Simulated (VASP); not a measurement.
Output of a VASP run:

### OSZICAR
```
...
DAV:   1    -0.702216505764E+01   -0.11951E+00   -0.93088E-01  1408   0.819E+00    0.717E-01
DAV:   2    -0.701256603086E+01    0.95990E-02   -0.37303E-02  1558   0.246E+00    0.345E-01
DAV:   3    -0.701156658927E+01    0.99944E-03   -0.24719E-03  1510   0.484E-01    0.265E-01
DAV:   4    -0.701125126673E+01    0.31532E-03   -0.60136E-04  1450   0.168E-01    0.330E-02
DAV:   5    -0.701122783072E+01    0.23436E-04   -0.10957E-04  1594   0.138E-01    0.181E-02
DAV:   6    -0.701122640975E+01    0.14210E-05   -0.15987E-05  1486   0.283E-02    0.930E-03
DAV:   7    -0.701122626794E+01    0.14182E-06   -0.16627E-06  1054   0.119E-02
  24 F= 0.10205075E+02 E0= 0.10205791E+02  d E =-.907616E-01
       N       E                     dE             d eps       ncg     rms          rms(c)
DAV:   1    -0.710710969884E+01   -0.95883E-01   -0.99657E-01  1432   0.761E+00    0.631E-01
DAV:   2    -0.710031285629E+01    0.67968E-02   -0.23580E-02  1522   0.183E+00    0.266E-01
DAV:   3    -0.709899399326E+01    0.13189E-02   -0.22984E-03  1510   0.457E-01    0.179E-01
DAV:   4    -0.709865519003E+01    0.33880E-03   -0.49305E-04  1546   0.180E-01    0.340E-02
DAV:   5    -0.709863889831E+01    0.16292E-04   -0.72769E-05  1552   0.102E-01    0.192E-02
DAV:   6    -0.709863752250E+01    0.13758E-05   -0.10982E-05  1480   0.250E-02    0.627E-03
DAV:   7    -0.709863738343E+01    0.13907E-06   -0.11792E-06   712   0.118E-02
  25 F= 0.10191571E+02 E0= 0.10192382E+02  d E =-.135034E-01
       N       E                     dE             d eps       ncg     rms          rms(c)
DAV:   1    -0.724054842778E+01   -0.14191E+00   -0.23944E+00  1432   0.118E+01    0.982E-01
DAV:   2    -0.722430925115E+01    0.16239E-01   -0.56404E-02  1522   0.284E+00    0.408E-01
DAV:   3    -0.722118759679E+01    0.31217E-02   -0.54362E-03  1510   0.705E-01    0.277E-01
DAV:   4    -0.722038411364E+01    0.80348E-03   -0.11520E-03  1546   0.275E-01    0.533E-02
DAV:   5    -0.722034319196E+01    0.40922E-04   -0.17590E-04  1540   0.159E-01    0.296E-02
DAV:   6    -0.722034103586E+01    0.21561E-05   -0.27241E-05  1492   0.391E-02    0.949E-03
DAV:   7    -0.722034081963E+01    0.21624E-06   -0.26581E-06  1110   0.174E-02
  26 F= 0.10184464E+02 E0= 0.10185441E+02  d E =-.206104E-01
       N       E                     dE             d eps       ncg     rms          rms(c)
DAV:   1    -0.721254634764E+01    0.77947E-02   -0.11387E-02  1432   0.808E-01    0.675E-02
DAV:   2    -0.721246733422E+01    0.79013E-04   -0.26985E-04  1522   0.195E-01    0.274E-02
DAV:   3    -0.721245316288E+01    0.14171E-04   -0.27034E-05  1510   0.495E-02    0.184E-02
DAV:   4    -0.721245083410E+01    0.23288E-05   -0.53795E-06  1502   0.193E-02    0.361E-03
DAV:   5    -0.721245077721E+01    0.56883E-07   -0.78572E-07   704   0.111E-02
  27 F= 0.10184424E+02 E0= 0.10185389E+02  d E =-.206505E-01
       N       E                     dE             d eps       ncg     rms          rms(c)
DAV:   1    -0.722011093926E+01   -0.76601E-02   -0.24398E-03  1576   0.494E-01    0.553E-02
DAV:   2    -0.722004991544E+01    0.61024E-04   -0.18597E-04  1594   0.185E-01    0.274E-02
DAV:   3    -0.722004169468E+01    0.82208E-05   -0.13963E-05  1552   0.339E-02    0.203E-02
DAV:   4    -0.722003774716E+01    0.39475E-05   -0.50059E-06  1408   0.170E-02    0.257E-03
DAV:   5    -0.722003762501E+01    0.12215E-06   -0.83799E-07   716   0.123E-02
  28 F= 0.10184397E+02 E0= 0.10185354E+02  d E =-.275322E-04
```

OUTCAR:
```
------------------------ aborting loop because EDIFF is reached ----------------------------------------
  FORCE on cell =-STRESS in cart. coord.  units (eV):
  Direction    XX          YY          ZZ          XY          YZ          ZX
  --------------------------------------------------------------------------------------
  Total       17.4124436     17.4139794     17.4373924     -0.0000028     -0.0000000      0.0000000
  in kB      450.2070883    450.2467977    450.8521520     -0.0000729     -0.0000000      0.0000000
  external PRESSURE =       0.4353460 kB  Pullay stress =     450.0000000 kB
  volume of cell :       61.97
      direct lattice vectors                 reciprocal lattice vectors
     2.685422196 -0.000000217  0.000000000     0.372380942  0.214987880  0.000000000
    -1.342711286  2.325712940 -0.000000000     0.000000035  0.429975699  0.000000000
     0.000000000 -0.000000000  9.921773616     0.000000000  0.000000000  0.100788431
  FREE ENERGIE OF THE ION-ELECTRON SYSTEM (eV)
  ---------------------------------------------------
  free  energy   TOTEN  =        -7.2200376250 eV

  energy  without entropy=       -7.2181220389  energy(sigma->0) =       -7.21907983
  enthalpy is  TOTEN    =        10.1843965243 eV   P V=       17.4044341493

 reached required accuracy - stopping structural energy minimisation
```
(Selected blocks of OUTCAR.)

**POSCAR**
```
CdSe
1
    3.6527607613    -0.0000000071     0.0000000000
   -1.8263803868     3.1633128201    -0.0000000000
    0.0000000000     0.0000000000     7.1243310355
Cd Se
2 2
Direct
  0.3333321683   0.6666653366   0.0222785772
  0.6666678317   0.3333346634   0.5222785772
  0.3333320808   0.6666651616   0.3527214228
  0.6666679192   0.3333348384   0.8527214228
```

Problem. Write an INCAR and KPOINTS that could have produced this output.

Solution. This is not unique; one that fits is the input of the run itself, PBEsol GGA, plane waves, VASP's PBE PAW potentials (set 64).

KPOINTS:
```
Automatic mesh
0
Gamma
7 7 3
0 0 0
```

**INCAR**
```
SYSTEM = CdSe
PREC = Accurate
ENCUT = 500
EDIFF = 1E-6
NELM = 100
ALGO = Normal
LREAL = .FALSE.
LASPH = .TRUE.
ISMEAR = 0
SIGMA = 0.05
GGA = PS
LMAXMIX = 4
LWAVE = .FALSE.
LCHARG = .FALSE.
IBRION = 2
ISIF = 3
NSW = 40
EDIFFG = -0.02
PSTRESS = 450
```

POTCAR, in this order: Cd Se (PBE.64 set). Program: vasp_std.

Energy and stress use the plane-wave basis of the starting cell.

The structure was generated: CdSe was put into the wurtzite type (P6_3mc), which need not be its known phase. This run relaxes it under an external pressure of 45 GPa. Symmetry was kept, so distortions that lower it aren't found. The k-mesh is coarse (spacing up to 0.39 per Å, 2π included), so the numbers may not be converged in it.
